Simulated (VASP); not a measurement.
A convergence study with VASP on SiC (zinc blende): one setting is varied, all else stays as given below, so the limit is that of these other settings. Each run relaxes cell and ions from the cell shown.

```
CSi
1.0
    0.00000     2.18000     2.18000
    2.18000     0.00000     2.18000
    2.18000     2.18000     0.00000
Si C
1 1
Direct
  0.00000   0.00000   0.00000
  0.25000   0.25000   0.25000
```

Calculation: PBE GGA, VASP's PBE PAW potentials (set 64) (plane waves; VASP 6.6.1). The tightest run used: 700 eV cut-off, 15×15×15 Γ-centred mesh, Gaussian smearing of 0.050 eV, potentials Si C.

Gaps are read on the run's mesh, which can miss a band edge.

Q: The settings run are 2×2×2 mesh; 3×3×3 mesh; 4×4×4 mesh; 5×5×5 mesh; 6×6×6 mesh; 7×7×7 mesh; 8×8×8 mesh; 9×9×9 mesh; 10×10×10 mesh; 11×11×11 mesh; 12×12×12 mesh; 13×13×13 mesh; 14×14×14 mesh; 15×15×15 mesh. From which on does the relaxed volume stay within 0.02 Å³/atom of the tightest run?

A: From 4×4×4 mesh on: it is off by 0.019 there and by no more than 0.02 in any finer run, while 3×3×3 mesh is off by 0.075.
```
setting        relaxed volume (Å³/atom)  E (eV/atom)  gap on the mesh (eV)  irreducible k-points  difference judged (Å³/atom)
-------------  ------------------------  -----------  --------------------  --------------------  ---------------------------
2×2×2 mesh                       10.908      -6.3020                 0.999                     3                        0.418
3×3×3 mesh                       10.565      -7.2826                 2.484                     4                        0.075
4×4×4 mesh                       10.508      -7.4699                 1.326                     8                        0.019
5×5×5 mesh                       10.495      -7.5150                 1.816                    10                        0.006
6×6×6 mesh                       10.491      -7.5271                 1.365                    16                        0.002
7×7×7 mesh                       10.490      -7.5308                 1.605                    20                        0.001
8×8×8 mesh                       10.490      -7.5319                 1.370                    29                        0.000
9×9×9 mesh                       10.490      -7.5323                 1.514                    35                        0.000
10×10×10 mesh                    10.490      -7.5324                 1.371                    47                        0.000
11×11×11 mesh                    10.490      -7.5325                 1.467                    56                        0.000
12×12×12 mesh                    10.490      -7.5325                 1.371                    72                        0.000
13×13×13 mesh                    10.490      -7.5325                 1.440                    84                        0.000
14×14×14 mesh                    10.490      -7.5325                 1.371                   104                        0.000
15×15×15 mesh                    10.490      -7.5325                 1.423                   120                        0.000
```

Left out are rungs that failed or repeat a setting and relaxations that didn't move; long series are thinned to 24 rows.

The compound is SiC in the zinc blende structure.
